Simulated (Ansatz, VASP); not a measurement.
BiP in VASP and in Ansatz

INCAR

```
SYSTEM = BiP
ALGO = Normal
EDIFF = 1E-6
EDIFFG = -0.04
ENCUT = 600
GGA = PE
IBRION = 2
ISIF = 3
ISMEAR = 0
IVDW = 12
LASPH = .TRUE.
LCHARG = .FALSE.
LREAL = .FALSE.
LWAVE = .FALSE.
NELM = 100
NSW = 90
PREC = Accurate
SIGMA = 0.1
```

File KPOINTS:

```
k-points
0
G
  4 4 4
  0 0 0
```

File POSCAR:

```
BiP
1.0
    4.4000260900      0.0000000000      0.0000000000
    0.0000000000      4.4000260900      0.0000000000
    0.0000000000      0.0000000000      6.1759631600
Bi P
2 2
Direct
    0.0000000000      0.0000000000      0.0000000000
    0.5000000000      0.5000000000      0.0000000000
    0.0000000000      0.5000000000      0.2449790500
    0.5000000000      0.0000000000      0.7550209500
```

Input for Ansatz:

```yaml
crystal:
  lattice:
    - [4.40002609, 0.0, 0.0]
    - [0.0, 4.40002609, 0.0]
    - [0.0, 0.0, 6.17596316]
  atoms:
    - { symbol: Bi, position: [0.0, 0.0, 0.0] }
    - { symbol: Bi, position: [0.5, 0.5, 0.0] }
    - { symbol: P, position: [0.0, 0.5, 0.24497905] }
    - { symbol: P, position: [0.5, 0.0, 0.75502095] }
basis:
  ecutwfc: 420
kpoints:
  mp_grid: { grid: [4, 4, 4] }
hamiltonian:
  xc: pbe
  dispersion: d3bj
scf:
  occupations: { method: gaussian, width: 0.1 }
  lower_state_search: "off"
output:
  forces: true
  stress: true
  eigenvalues: true
relax:
  adjacent_minimum: "off"
  f_tol: 0.04
  max_steps: 70
  cell: { stress_tol: 0.4 }
```

Alike in both runs: task relaxation of cell and atoms; functional PBE; dispersion D3(BJ); k mesh 4 × 4 × 4; occupations gaussian, width 0.1 eV; no spin polarisation.

```csv
,VASP,Ansatz
version,VASP 6.6.1,Ansatz 0.2.0
potentials or method,"VASP PAW PBE potentials, release 64 (Bi_d, P)","scalar-relativistic, plane waves, PAW"
plane-wave cutoff (eV),600,420
valence electrons in the cell,40,40
```

```csv
,VASP,Ansatz,Ansatz less VASP
"gap on the k mesh at the Fermi level, each at its own relaxed structure (eV)",none,none,-
relaxed volume (Å³/atom),23.67,24.09,+0.421
relaxed cell length with the largest relative difference (Å),3.214,3.815,+0.6011
energy change over the relaxation (meV/atom),-741,-750,-8.6
```

A gap of «none» marks a metal or a gap that the smearing closes. One of these differences is far larger than is usual between the two programs; its cause wasn't traced.

Caveats: the volume moved by over 15 % at a fixed basis, so the end points are rough; spin-orbit coupling is left out, which moves the levels of the heavy elements.
